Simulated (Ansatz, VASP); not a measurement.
# Two plane-wave programs on Be2Ga2C3

```
CELL_PARAMETERS angstrom
2.85192 0.00000 0.00000
-1.42596 2.46983 0.00000
0.00000 0.00000 12.64360
ATOMIC_POSITIONS crystal
Be 0.33333 0.66667 0.50000
Be 0.66667 0.33333 0.50000
Ga 0.00000 0.00000 0.26212
Ga 0.00000 0.00000 0.73788
C 0.00000 0.00000 0.50000
C 0.33333 0.66667 0.00000
C 0.66667 0.33333 0.00000
```

Alike in both runs: functional PBE; k mesh 15 × 15 × 4; occupations gaussian, width 0.1 eV; no spin polarisation.

Ansatz relaxed the structure, and its values are those at the end. VASP's run is a single point on that final structure, the one shown.

|  | VASP | Ansatz |
| --- | --- | --- |
| version | VASP 6.6.1 | Ansatz 0.2.0 |
| potentials or method | VASP PAW PBE potentials, release 64 (Be, Ga_d, C) | scalar-relativistic, plane waves, PAW |
| plane-wave cutoff (eV) | 520 | 420 |
| valence electrons in the cell | 42 | 42 |

Ansatz gave:

```
gap on the k mesh at the Fermi level (eV) : none
pressure (GPa)                            : 0.0
```

What did VASP give for the same quantities?

gap on the k mesh at the Fermi level (eV): none; pressure (GPa): 0.2.

A gap of «none» marks a metal or a gap that the smearing closes.

Caveats: this functional lacks dispersion, which binds the layers, so the pressure and a relaxed spacing across them are unreliable.
